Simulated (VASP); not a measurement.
Output of a VASP run:

**OUTCAR**
```
 ion  position               nearest neighbor table
   1  0.000  0.000  0.000-   2 2.70   2 2.70   2 2.70   2 2.70   4 2.86   3 2.86   4 2.86   4 2.86
                             3 2.86   3 2.86   4 2.86   3 2.86
   2  0.500  0.500  0.000-   1 2.70   1 2.70   1 2.70   1 2.70   4 2.86   3 2.86   4 2.86   3 2.86
                             4 2.86   4 2.86   3 2.86   3 2.86
   3  0.750  0.250  0.500-   4 2.70   4 2.70   4 2.70   4 2.70   2 2.86   1 2.86   2 2.86   1 2.86
                             2 2.86   2 2.86   1 2.86   1 2.86
   4  0.250  0.750  0.500-   3 2.70   3 2.70   3 2.70   3 2.70   2 2.86   1 2.86   2 2.86   2 2.86
                             1 2.86   1 2.86   2 2.86   1 2.86
  LATTYP: Found a body centered tetragonal cell.
 ALAT       =     3.8153300000
 C/A-ratio  =     2.2398927485
 Subroutine PRICEL returns:
 Original cell was already a primitive cell.
 Subroutine GETGRP returns: Found 16 space group operations
The static configuration has the point symmetry D_4h.
The dynamic configuration has the point symmetry D_4h.
 Subroutine INISYM returns: Found 16 space group operations
 Subroutine IBZKPT returns following result:
 Found   1063 irreducible k-points:

 Following reciprocal coordinates:
            Coordinates               Weight
  0.000000  0.000000  0.000000      1.000000
  0.041667 -0.000000  0.000000      8.000000
  0.083333  0.000000  0.000000      8.000000
  0.125000 -0.000000  0.000000      8.000000
  0.166667  0.000000  0.000000      8.000000
  0.208333  0.000000  0.000000      8.000000
  0.250000 -0.000000  0.000000      8.000000
  0.291667  0.000000 -0.000000      8.000000
  0.333333  0.000000  0.000000      8.000000
  0.375000  0.000000  0.000000      8.000000
  0.416667  0.000000  0.000000      8.000000
  0.458333  0.000000 -0.000000      8.000000
  0.500000 -0.000000  0.000000      4.000000
  0.041667  0.041667  0.000000      8.000000
  0.083333  0.041667  0.000000     16.000000
  0.125000  0.041667  0.000000     16.000000
  0.166667  0.041667  0.000000     16.000000
  0.208333  0.041667  0.000000     16.000000
  0.250000  0.041667  0.000000     16.000000
  0.291667  0.041667 -0.000000     16.000000
  0.333333  0.041667  0.000000     16.000000
  0.375000  0.041667  0.000000     16.000000
  0.416667  0.041667  0.000000     16.000000
  0.458333  0.041667 -0.000000     16.000000
  0.500000  0.041667  0.000000     16.000000
 -0.458333  0.041667  0.000000     16.000000
 -0.416667  0.041667  0.000000     16.000000
 -0.375000  0.041667  0.000000     16.000000
 -0.333333  0.041667  0.000000     16.000000
 -0.291667  0.041667  0.000000     16.000000
 -0.250000  0.041667 -0.000000     16.000000
 -0.208333  0.041667  0.000000     16.000000
 -0.166667  0.041667 -0.000000     16.000000
 -0.125000  0.041667 -0.000000     16.000000
 -0.083333  0.041667  0.000000     16.000000
 -0.041667  0.041667  0.000000      4.000000
  0.083333  0.083333  0.000000      8.000000
  0.125000  0.083333  0.000000     16.000000
  0.166667  0.083333  0.000000     16.000000
  0.208333  0.083333  0.000000     16.000000
   k-points           NKPTS =   1063   k-points in BZ     NKDIM =   1063   number of bands    NBANDS=     14
   number of dos      NEDOS =    301   number of ions     NIONS =      4
   total plane-waves  NPLWV =  27000
   dimension x,y,z NGX =    30 NGY =   30 NGZ =   30
   dimension x,y,z NGXF=    60 NGYF=   60 NGZF=   60
   ions per type =               1   3
   PREC   = accura    normal or accurate (medium, high low for compatibility)
   ISTART =      0    job   : 0-new  1-cont  2-samecut
   ICHARG =      2    charge: 1-file 2-atom 10-const
   ISPIN  =      1    spin polarized calculation?
   LNONCOLLINEAR =      F non collinear calculations
   LSORBIT =      F    spin-orbit coupling
   INIWAV =      1    electr: 0-lowe 1-rand  2-diag
   ENCUT  =  300.0 eV  22.05 Ry    4.70 a.u.   7.14  7.14  7.14*2*pi/ulx,y,z
   NELM   =    100;   NELMIN=  2; NELMDL= -5     # of ELM steps
   EDIFF  = 0.1E-05   stopping-criterion for ELM
   LREAL  =      F    real-space projection
...
```

File OSZICAR:
```
       N       E                     dE             d eps       ncg     rms          rms(c)
DAV:   1     0.824626209527E+02    0.82463E+02   -0.70554E+03 30166   0.952E+02
DAV:   2    -0.177505468051E+02   -0.10021E+03   -0.98887E+02 31540   0.274E+02
DAV:   3    -0.241839883038E+02   -0.64334E+01   -0.62308E+01 46844   0.634E+01
DAV:   4    -0.243100601874E+02   -0.12607E+00   -0.12585E+00 36532   0.941E+00
DAV:   5    -0.243143549421E+02   -0.42948E-02   -0.42941E-02 47704   0.154E+00    0.114E+01
DAV:   6    -0.229816721823E+02    0.13327E+01   -0.30041E+01 44754   0.443E+01    0.659E+00
DAV:   7    -0.222997547283E+02    0.68192E+00   -0.97149E+00 38648   0.239E+01    0.307E+00
DAV:   8    -0.222509346203E+02    0.48820E-01   -0.13411E+00 40060   0.101E+01    0.153E+00
DAV:   9    -0.222115492400E+02    0.39385E-01   -0.38866E-01 41226   0.515E+00    0.215E-01
DAV:  10    -0.222124755801E+02   -0.92634E-03   -0.67182E-03 38364   0.712E-01    0.268E-01
DAV:  11    -0.222110517583E+02    0.14238E-02   -0.81804E-03 42954   0.694E-01    0.490E-02
DAV:  12    -0.222110554062E+02   -0.36479E-05   -0.10318E-04 37402   0.807E-02    0.213E-02
DAV:  13    -0.222110528931E+02    0.25131E-05   -0.22681E-05 45324   0.422E-02    0.342E-03
DAV:  14    -0.222110529036E+02   -0.10483E-07   -0.47604E-07 23258   0.749E-03
   1 F= -.22211053E+02 E0= -.22211972E+02  d E =0.275800E-02
```

**OUTCAR**
```
------------------------ aborting loop because EDIFF is reached ----------------------------------------
  FORCE on cell =-STRESS in cart. coord.  units (eV):
  Direction    XX          YY          ZZ          XY          YZ          ZX
  --------------------------------------------------------------------------------------
  Total       -0.0108377     -0.0108377      0.0760923      0.0000000      0.0000000      0.0000000
  in kB       -0.2791595     -0.2791595      1.9600085      0.0000000      0.0000000      0.0000000
  external PRESSURE =       0.4672299 kB  Pullay stress =       0.0000000 kB
  volume of cell :       62.20
      direct lattice vectors                 reciprocal lattice vectors
    -1.907665000  1.907665000  4.272965000     0.000000000  0.262100526  0.117014766
     1.907665000 -1.907665000  4.272965000     0.262100526  0.000000000  0.117014766
     1.907665000  1.907665000 -4.272965000     0.262100526  0.262100526  0.000000000
 POSITION                                       TOTAL-FORCE (eV/Angst)
 -----------------------------------------------------------------------------------
      0.00000      0.00000      0.00000         0.000000      0.000000     -0.000000
      0.00000      0.00000      4.27297         0.000000      0.000000     -0.000000
     -0.00000      1.90767      2.13648         0.000000      0.000000      0.000000
      1.90767     -0.00000      2.13648        -0.000000     -0.000000     -0.000000
 -----------------------------------------------------------------------------------
    total drift:                               -0.000000      0.000000      0.000000
  FREE ENERGIE OF THE ION-ELECTRON SYSTEM (eV)
  ---------------------------------------------------
  free  energy   TOTEN  =       -22.2110529036 eV

  energy  without entropy=      -22.2138108996  energy(sigma->0) =      -22.21197224
```
(Selected blocks of OUTCAR.)

File POSCAR:
```
TiAl3
1
   -1.9076650000     1.9076650000     4.2729650000
    1.9076650000    -1.9076650000     4.2729650000
    1.9076650000     1.9076650000    -4.2729650000
Ti Al
1 3
Direct
  0.0000000000   0.0000000000   0.0000000000
  0.5000000000   0.5000000000   0.0000000000
  0.7500000000   0.2500000000   0.5000000000
  0.2500000000   0.7500000000   0.5000000000
```

Question: Reconstruct the remaining input files.

Answer: Several could match; the one computed here: the input of the run itself, PBEsol GGA, plane waves, VASP's PBE PAW potentials (set 64).

### KPOINTS
```
Regular mesh
0
gamma
 24 24 24
0 0 0
```

INCAR:
```
ALGO = Normal
EDIFF = 1E-6
ENCUT = 300
GGA = PS
ISIF = 2
ISMEAR = 1
LASPH = .True.
LCHARG = .False.
LMAXMIX = 4
LREAL = .False.
LWAVE = .False.
NELM = 100
PREC = Accurate
SIGMA = 0.272
SYSTEM = TiAl3
```

POTCAR, in this order: Ti_sv Al (PBE.64 set). Program: vasp_std.

At this cut-off the stress carries a Pulay error, which pulls relaxed volumes low.

The structure comes from a computed database's TiAl3 entry; how it stands against other phases isn't given here. The cell was not relaxed at this level. The run is one of a series of settings (KPOINTS 24×24×24 Γ-centred mesh against the base run), some of them coarse on purpose. The electron count is odd and the run is not spin-polarised, which forces a metal.
